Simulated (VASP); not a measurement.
These are PBE GGA, VASP's PBE PAW potentials (set 64) (plane waves; VASP 6.6.1) values and carry that method's errors.

The input files of a VASP run:

### INCAR
```
! general
SYSTEM   = GdN
PREC     = Accurate
ENCUT    = 520   ! plane-wave cut-off (eV)
LREAL    = .FALSE.
LASPH    = .TRUE.   ! aspherical one-centre terms
KSPACING = 0.25
KGAMMA   = .TRUE.

! electronic loop
EDIFF    = 1E-6
NELM     = 100   ! most electronic steps
ALGO     = Normal   ! blocked Davidson
LMAXMIX  = 6

! smearing
ISMEAR   = 0   ! Gaussian
SIGMA    = 0.05

! functional
GGA      = PE   ! PBE

! ions
ISIF     = 2

! output
LWAVE    = .FALSE.
LCHARG   = .FALSE.
```

POSCAR:
```
GdN
1
    0.0000000000     2.4900000000     2.4900000000
    2.4900000000     0.0000000000     2.4900000000
    2.4900000000     2.4900000000     0.0000000000
Gd N
1 1
Direct
  0.0000000000   0.0000000000   0.0000000000
  0.5000000000   0.5000000000   0.5000000000
```

POTCAR, in this order: Gd_3 N (PBE.64 set). Program: vasp_std.

Output

**OUTCAR**
```
 ion  position               nearest neighbor table
   1  0.000  0.000  0.000-   2 2.49   2 2.49   2 2.49   2 2.49   2 2.49   2 2.49
   2  0.500  0.500  0.500-   1 2.49   1 2.49   1 2.49   1 2.49   1 2.49   1 2.49
  LATTYP: Found a face centered cubic cell.
 ALAT       =     4.9800000000
 Subroutine PRICEL returns:
 Original cell was already a primitive cell.
 Subroutine GETGRP returns: Found 48 space group operations
The static configuration has the point symmetry O_h .
The dynamic configuration has the point symmetry O_h .
 Subroutine INISYM returns: Found 48 space group operations
 Subroutine IBZKPT returns following result:
 Found     35 irreducible k-points:

 Following reciprocal coordinates:
            Coordinates               Weight
  0.000000  0.000000  0.000000      1.000000
  0.111111  0.000000  0.000000      8.000000
  0.222222  0.000000  0.000000      8.000000
  0.333333  0.000000  0.000000      8.000000
  0.444444  0.000000  0.000000      8.000000
  0.111111  0.111111  0.000000      6.000000
  0.222222  0.111111  0.000000     24.000000
  0.333333  0.111111  0.000000     24.000000
  0.444444  0.111111  0.000000     24.000000
...
```

### OSZICAR
```
       N       E                     dE             d eps       ncg     rms          rms(c)
DAV:   1     0.446241186532E+02    0.44624E+02   -0.67622E+03   770   0.117E+03
DAV:   2    -0.153472934365E+02   -0.59971E+02   -0.56587E+02  1071   0.236E+02
DAV:   3    -0.184395515155E+02   -0.30923E+01   -0.29846E+01  1056   0.423E+01
DAV:   4    -0.184857331570E+02   -0.46182E-01   -0.46021E-01   946   0.453E+00
DAV:   5    -0.184866440127E+02   -0.91086E-03   -0.91076E-03  1010   0.545E-01    0.268E+01
DAV:   6    -0.163612118692E+02    0.21254E+01   -0.19129E+01   902   0.265E+01    0.247E+01
DAV:   7    -0.161657339865E+02    0.19548E+00   -0.14148E+00   880   0.791E+00    0.170E+01
DAV:   8    -0.161685883051E+02   -0.28543E-02   -0.12776E-01   874   0.371E+00    0.580E+00
DAV:   9    -0.161634238447E+02    0.51645E-02   -0.18723E-02   953   0.106E+00    0.521E-01
DAV:  10    -0.161636339295E+02   -0.21008E-03   -0.55373E-04  1020   0.240E-01    0.333E-01
DAV:  11    -0.161636368857E+02   -0.29561E-05   -0.35332E-05  1000   0.662E-02    0.267E-02
DAV:  12    -0.161636372513E+02   -0.36559E-06   -0.27799E-06   975   0.181E-02
   1 F= -.16163637E+02 E0= -.16163502E+02  d E =-.269905E-03
```

File OUTCAR:
```
------------------------ aborting loop because EDIFF is reached ----------------------------------------
  FORCE on cell =-STRESS in cart. coord.  units (eV):
  Direction    XX          YY          ZZ          XY          YZ          ZX
  --------------------------------------------------------------------------------------
  Total        0.0204186      0.0204186      0.0204186      0.0000000     -0.0000000      0.0000000
  in kB        1.0595193      1.0595193      1.0595193      0.0000000     -0.0000000      0.0000000
  external PRESSURE =       1.0595193 kB  Pullay stress =       0.0000000 kB
  volume of cell :       30.88
      direct lattice vectors                 reciprocal lattice vectors
     0.000000000  2.490000000  2.490000000    -0.200803213  0.200803213  0.200803213
     2.490000000  0.000000000  2.490000000     0.200803213 -0.200803213  0.200803213
     2.490000000  2.490000000  0.000000000     0.200803213  0.200803213 -0.200803213
 POSITION                                       TOTAL-FORCE (eV/Angst)
 -----------------------------------------------------------------------------------
      0.00000      0.00000      0.00000        -0.000000      0.000000     -0.000000
      2.49000      2.49000      2.49000         0.000000     -0.000000      0.000000
 -----------------------------------------------------------------------------------
    total drift:                                0.000000      0.000000      0.000000
  FREE ENERGIE OF THE ION-ELECTRON SYSTEM (eV)
  ---------------------------------------------------
  free  energy   TOTEN  =       -16.1636372513 eV

  energy  without entropy=      -16.1633673460  energy(sigma->0) =      -16.16350230
```
(Selected blocks of OUTCAR.)

The 4f electrons are frozen in the core of the lanthanide potential, so 4f levels, which can set the real gap, and their magnetism are missing.

The compound is GdN in the rock salt structure. The cell was not relaxed at this level. The run is one of a series of settings (KGAMMA = .TRUE., KSPACING = 0.25, KPOINTS file removed against the base run), some of them coarse on purpose.
